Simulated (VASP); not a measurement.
Computed with PBE GGA with D3 dispersion (zero damping), VASP's PBE PAW potentials (set 64) (plane waves; VASP).

VASP ran on this input.

KPOINTS:
```
Automatic mesh
0
Gamma
9 9 9
0 0 0
```

**POSCAR**
```
CoSi2
1
    0.0000000000     2.6586066172     2.6586066172
    2.6586066172     0.0000000000     2.6586066172
    2.6586066172     2.6586066172     0.0000000000
Co Si
1 2
Direct
  0.0000000000   0.0000000000   0.0000000000
  0.2500000000   0.2500000000   0.2500000000
  0.7500000000   0.7500000000   0.7500000000
```

INCAR:
```
# general
SYSTEM  = CoSi2
PREC    = Accurate
ENCUT   = 520
LREAL   = .FALSE.
LASPH   = .TRUE.

# electronic loop
EDIFF   = 1E-6
NELM    = 100
ALGO    = Normal
LMAXMIX = 4

# smearing
ISMEAR  = 1
SIGMA   = 0.1

# functional
GGA     = PE
IVDW    = 11

# ions
IBRION  = 2
NSW     = 60
ISIF    = 3
EDIFFG  = -0.02

# output
LWAVE   = .FALSE.
LCHARG  = .FALSE.
```

POTCAR, in this order: Co Si (PBE.64 set). Program: vasp_std.

The run wrote:

### OUTCAR
```
 ion  position               nearest neighbor table
   1  0.000  0.000  0.000-   3 2.30   3 2.30   3 2.30   2 2.30   3 2.30   2 2.30   2 2.30   2 2.30
  LATTYP: Found a face centered cubic cell.
 ALAT       =     5.3172132344
 Subroutine PRICEL returns:
 Original cell was already a primitive cell.
 Subroutine GETGRP returns: Found 48 space group operations
The static configuration has the point symmetry O_h .
The dynamic configuration has the point symmetry O_h .
 Subroutine INISYM returns: Found 48 space group operations
 Subroutine IBZKPT returns following result:
 Found     35 irreducible k-points:

 Following reciprocal coordinates:
            Coordinates               Weight
  0.000000  0.000000  0.000000      1.000000
  0.111111  0.000000  0.000000      8.000000
  0.222222  0.000000  0.000000      8.000000
  0.333333  0.000000  0.000000      8.000000
  0.444444  0.000000  0.000000      8.000000
  0.111111  0.111111  0.000000      6.000000
  0.222222  0.111111  0.000000     24.000000
  0.333333  0.111111  0.000000     24.000000
  0.444444  0.111111  0.000000     24.000000
 -0.444444  0.111111  0.000000     24.000000
 -0.333333  0.111111  0.000000     24.000000
 -0.222222  0.111111  0.000000     24.000000
 -0.111111  0.111111  0.000000     12.000000
  0.222222  0.222222  0.000000      6.000000
  0.333333  0.222222  0.000000     24.000000
  0.444444  0.222222  0.000000     24.000000
 -0.444444  0.222222  0.000000     24.000000
 -0.333333  0.222222  0.000000     24.000000
 -0.222222  0.222222  0.000000     12.000000
  0.333333  0.333333  0.000000      6.000000
  0.444444  0.333333  0.000000     24.000000
 -0.444444  0.333333  0.000000     24.000000
 -0.333333  0.333333  0.000000     12.000000
  0.444444  0.444444  0.000000      6.000000
 -0.444444  0.444444  0.000000     12.000000
...
```

**OSZICAR**
```
       N       E                     dE             d eps       ncg     rms          rms(c)
DAV:   1     0.722321760720E+02    0.72232E+02   -0.71292E+03   840   0.135E+03
DAV:   2    -0.163963797902E+02   -0.88629E+02   -0.82489E+02   856   0.256E+02
DAV:   3    -0.205763206627E+02   -0.41799E+01   -0.40552E+01  1064   0.646E+01
DAV:   4    -0.206823743402E+02   -0.10605E+00   -0.10563E+00  1024   0.979E+00
DAV:   5    -0.206851892503E+02   -0.28149E-02   -0.28146E-02  1144   0.163E+00    0.147E+01
DAV:   6    -0.240593037476E+02   -0.33741E+01   -0.39807E+01  1080   0.136E+02    0.173E+01
DAV:   7    -0.192901309071E+02    0.47692E+01   -0.16813E+01  1108   0.107E+02    0.363E+00
DAV:   8    -0.193115041006E+02   -0.21373E-01   -0.10083E+00   972   0.844E+00    0.188E+00
DAV:   9    -0.192774189500E+02    0.34085E-01   -0.10399E-01  1084   0.689E+00    0.445E-01
DAV:  10    -0.192774768747E+02   -0.57925E-04   -0.57496E-03  1040   0.801E-01    0.546E-02
DAV:  11    -0.192774611860E+02    0.15689E-04   -0.26164E-04  1260   0.262E-01    0.375E-02
DAV:  12    -0.192774803184E+02   -0.19132E-04   -0.43851E-05   916   0.673E-02    0.224E-02
DAV:  13    -0.192774808192E+02   -0.50076E-06   -0.19999E-06   916   0.124E-02
   1 F= -.20158151E+02 E0= -.20157926E+02  d E =-.201582E+02
```

OUTCAR:
```
------------------------ aborting loop because EDIFF is reached ----------------------------------------
 Edisp (eV)   -0.88067
  FORCE on cell =-STRESS in cart. coord.  units (eV):
  Direction    XX          YY          ZZ          XY          YZ          ZX
  --------------------------------------------------------------------------------------
  Total       0.03558     0.03558     0.03558     0.00000     0.00000    -0.00000
  in kB       1.51692     1.51692     1.51692     0.00000     0.00000    -0.00000
  external pressure =        1.52 kB  Pullay stress =        0.00 kB
  volume of cell :       37.58
      direct lattice vectors                 reciprocal lattice vectors
     0.000000000  2.658606617  2.658606617    -0.188068440  0.188068440  0.188068440
     2.658606617  0.000000000  2.658606617     0.188068440 -0.188068440  0.188068440
     2.658606617  2.658606617  0.000000000     0.188068440  0.188068440 -0.188068440
 POSITION                                       TOTAL-FORCE (eV/Angst)
 -----------------------------------------------------------------------------------
      0.00000      0.00000      0.00000         0.000000      0.000000     -0.000000
      1.32930      1.32930      1.32930        -0.000000     -0.000000     -0.000000
      3.98791      3.98791      3.98791         0.000000      0.000000      0.000000
 -----------------------------------------------------------------------------------
    total drift:                               -0.000000     -0.000000      0.000000
  FREE ENERGIE OF THE ION-ELECTRON SYSTEM (eV)
  ---------------------------------------------------
  free  energy   TOTEN  =       -20.1581511948 eV

  energy  without entropy=      -20.1574760952  energy(sigma->0) =      -20.15792616

 reached required accuracy - stopping structural energy minimisation
```
(Selected blocks of OUTCAR.)

The compound is CoSi2 in the fluorite structure. It was relaxed first. The start is the result of an earlier pass. The run is not spin-polarised, so no magnetic state was tried. The electron count is odd and the run is not spin-polarised, which forces a metal.
